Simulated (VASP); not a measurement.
Energy against volume of CsCl (CsCl type). These are vdW-DF-cx, VASP's PBE PAW potentials (set 64) (plane waves; VASP) values and carry that method's errors. Settings: 520 eV cut-off, 7×7×7 Γ-centred mesh, Gaussian smearing of 0.050 eV, potentials Cs_sv Cl.

| V (Å³/atom) | E (eV/atom) |
|---|---|
| 33.040 | -1.09526 |
| 34.062 | -1.09721 |
| 35.084 | -1.09567 |
| 36.106 | -1.09130 |

### Question
Fit these four points and predict the energy of the run at 32.018 Å³/atom.

### Answer
A cubic in V^(−2/3), the third-order Birch-Murnaghan form, passes through the four points with V0 = 34.09 Å³/atom and B0 = 18 GPa, and gives -1.0890 eV/atom there. The run gave -1.0891 eV/atom, -0.1 meV/atom from the fit; all five points give B0 = 18 GPa.

The compound is CsCl in the CsCl type structure. It was relaxed first.
